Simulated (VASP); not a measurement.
A VASP calculation is set up with these files.

**POSCAR**
```
SnS2
1
    1.8299694543    -3.1696003497     0.0000000000
    1.8299694543     3.1696003497    -0.0000000000
   -0.0000000000     0.0000000000     5.9088544401
Sn S
1 2
Direct
  0.0000000000   0.0000000000   0.0000000000
  0.3333330000   0.6666670000   0.2487271819
  0.6666670000   0.3333330000   0.7512728181
```

### INCAR
```
# general
SYSTEM   = SnS2
PREC     = Accurate
ENCUT    = 520   # plane-wave cut-off (eV)
LREAL    = .FALSE.   # projection in real space or not
LASPH    = .TRUE.   # aspherical one-centre terms

# electronic loop
EDIFF    = 1E-6
NELM     = 100
ALGO     = Normal   # blocked Davidson
LMAXMIX  = 4   # l cut-off of mixed one-centre charges

# smearing
ISMEAR   = 0
SIGMA    = 0.05   # width (eV)

# functional
GGA      = ML
LUSE_VDW = .TRUE.
AGGAC    = 0.0
ZAB_VDW  = -1.8867

# ions
IBRION   = 2
NSW      = 60   # most ionic steps
ISIF     = 3   # ions, shape and volume
EDIFFG   = -0.02   # ionic stop

# output
LWAVE    = .FALSE.
LCHARG   = .FALSE.
```

### KPOINTS
```
K-points
0
Gamma
6 6 4
```

POTCAR, in this order: Sn_d S (PBE.64 set). Program: vasp_std.

Question: Write an equivalent input for Quantum ESPRESSO's pw.x.

Answer: One equivalent input (not run):
```
&CONTROL
  calculation = 'vc-relax'
  pseudo_dir = './pseudo'
  outdir = './out'
  tprnfor = .true.
  tstress = .true.
  nstep = 60
  forc_conv_thr = 0.00078
/
&SYSTEM
  ibrav = 0
  nat = 3
  ntyp = 2
  ecutwfc = 72
  occupations = 'smearing'
  smearing = 'gaussian'
  degauss = 0.003675
  input_dft = 'vdw-df2'
/
&ELECTRONS
  conv_thr = 7.3e-08
  electron_maxstep = 100
/
&IONS
/
&CELL
/
ATOMIC_SPECIES
  Sn 118.710 Sn.upf
  S 32.060 S.upf
CELL_PARAMETERS angstrom
     1.8299695   -3.1696003    0.0000000
     1.8299695    3.1696003   -0.0000000
    -0.0000000    0.0000000    5.9088544
ATOMIC_POSITIONS crystal
  Sn   0.0000000  0.0000000  0.0000000
  S    0.3333330  0.6666670  0.2487272
  S    0.6666670  0.3333330  0.7512728
K_POINTS automatic
  6 6 4 0 0 0
```
The two are equivalent in intent, not identical: the potentials are each code's own (VASP's PAW set, PseudoDojo norm-conserving files in pw.x), so ENCUT and ecutwfc are chosen apart and not converted; conv_thr bounds pw.x's estimated SCF error, while EDIFF bounds the energy change between steps; forc_conv_thr acts on force components and is met together with etot_conv_thr.

The compound is SnS2 in the 1T layered structure. This run relaxes it. Symmetry was kept, so distortions that lower it aren't found. The start is the result of an earlier pass.
